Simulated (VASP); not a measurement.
Calculation: r2SCAN meta-GGA, VASP's PBE PAW potentials (set 64) (plane waves; VASP 6.6.1).

A VASP calculation is set up with these files.

File POSCAR:
```
BP
4.5319750
  0.0000000000   0.5000000306   0.5000000306
  0.5000000306   0.0000000000   0.5000000306
  0.5000000306   0.5000000306   0.0000000000
B P
1 1
direct
  0.0000000000   0.0000000000   0.0000000000
  0.2500000000   0.2500000000   0.2500000000
```

File KPOINTS:
```
Automatic mesh
0
Gamma
11 11 11
0 0 0
```

File KPOINTS_OPT:
```
k-points along high-symmetry lines
10
Line-mode
Reciprocal
  0.000000   0.000000   0.000000 ! GAMMA
 -0.500000  -0.500000   0.000000 ! X

 -0.500000  -0.500000   0.000000 ! X
 -0.375000  -0.375000   0.250000 ! U

 -0.375000   0.000000   0.375000 ! K
  0.000000   0.000000   0.000000 ! GAMMA

  0.000000   0.000000   0.000000 ! GAMMA
 -0.000000  -0.000000   0.500000 ! L

 -0.000000  -0.000000   0.500000 ! L
 -0.500000  -0.250000   0.250000 ! W

 -0.500000  -0.250000   0.250000 ! W
 -0.500000  -0.500000   0.000000 ! X
```

**INCAR**
```
# general
SYSTEM  = BP
PREC    = Accurate
ENCUT   = 520   # plane-wave cut-off (eV)
LREAL   = .False.
LASPH   = .True.

# electronic loop
EDIFF   = 1E-7   # SCF stop (eV)
NELM    = 100   # most electronic steps
ALGO    = Normal   # blocked Davidson
LMIXTAU = .True.

# smearing
ISMEAR  = -5

# functional
METAGGA = R2SCAN

# ions
ISIF    = 2   # forces and stress, cell fixed

# output
LWAVE   = .False.
LCHARG  = .False.
LORBIT  = 11   # lm-projected
NEDOS   = 601   # DOS grid
```

POTCAR, in this order: B P (PBE.64 set). Program: vasp_std.

Question: What will the output report for the number of irreducible k-points (NKPTS), largest plane-wave count, number of space-group operations, FFT grid (NGX, NGY, NGZ)?

Answer: 
| Quantity | Value |
|---|---|
| number of irreducible k-points (NKPTS) | 56 |
| largest plane-wave count | 636 |
| number of space-group operations | 24 |
| FFT grid (NGX, NGY, NGZ) | 24 × 24 × 24 |

The compound is BP in the zinc blende structure. It was relaxed first.
